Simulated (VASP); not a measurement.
Input:

```
IrMo
1.0
    4.41163     0.00000     0.00000
    0.00000     2.75029     0.00000
    0.00000     0.00000     4.79161
Mo Ir
2 2
Cartesian
  1.10291   2.75029   3.97383
  3.30872   2.75029   0.81778
  1.10291   1.37514   1.55353
  3.30872   1.37514   3.23808
```

The numbers are results of PBEsol GGA, VASP's PBE PAW potentials (set 64) (plane waves; VASP), not measurements. Run with 400 eV cut-off, 8×12×7 Γ-centred mesh, tetrahedra with Blöchl corrections, potentials Mo_sv Ir.

Unless said otherwise, spin-orbit coupling is left out, though it shifts the bands of the heavy elements here.

Q: What does the run give for the energy per atom (σ→0), band gap (on the k-mesh) with the smallest direct gap where there is one?

A: 
```json
{
 "band gap (on the k-mesh)": "none (metal, semimetal or under 0.01 eV)",
 "energy per atom (σ→0)": "-11.150 eV/atom"
}
```

Only differences to runs with the same potentials and settings are physical.

The structure comes from a computed database's MoIr entry (Pmma); how it stands against other phases isn't given here. It was relaxed first.
